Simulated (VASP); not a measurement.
SnTe:

```
Sn Te
1.0
     0.00000    3.15085    3.15085
     3.15085    0.00000    3.15085
     3.15085    3.15085    0.00000
Sn Te
1 1
Direct
  0.00000 0.00000 0.00000
  0.50000 0.50000 0.50000
```

| Quantity | Value |
| --- | --- |
| Program | VASP 6.6.1 |
| Task | relaxation of cell and atoms |
| Functional | PBE |
| Potentials or basis | VASP PAW PBE potentials, release 64 (Sn_d, Te) |
| Cutoff | 350 eV |
| k mesh | 8 × 8 × 8 |
| Occupations | gaussian, width 0.02 eV |
| Spin | no spin polarisation |

At the start: pressure 2.1 GPa; volume 31.28 Å³/atom.

Question: How do energy, volume and symmetry change on relaxing?

Answer: Over 5 steps the energy falls by 9.2 meV/atom and the volume is 32.78 Å³/atom (+4.8 %); space group Fm-3m (No. 225, to 0.05 Å).

Step by step:
| step | energy change (eV) | largest force (eV/Å) | pressure (GPa) | volume (Å³) |
| --- | --- | --- | --- | --- |
| 1 | 0.0000 | 0.0000 | 2.09 | 62.56 |
| 2 | -0.0173 | 0.0000 | -0.47 | 66.33 |
| 3 | -0.0184 | 0.0000 | 0.03 | 65.53 |
| 4 | -0.0184 | 0.0000 | -0.02 | 65.59 |
| 5 | -0.0184 | 0.0000 | 0.01 | 65.56 |

Final structure:
```xyz
2
Lattice="0.0000 3.2004 3.2004 3.2004 0.0000 3.2004 3.2004 3.2004 0.0000" Properties=species:S:1:pos:R:3 pbc="T T T"
Sn    3.2004    3.2004    0.0000
Te    3.2004    3.2004    3.2004
```
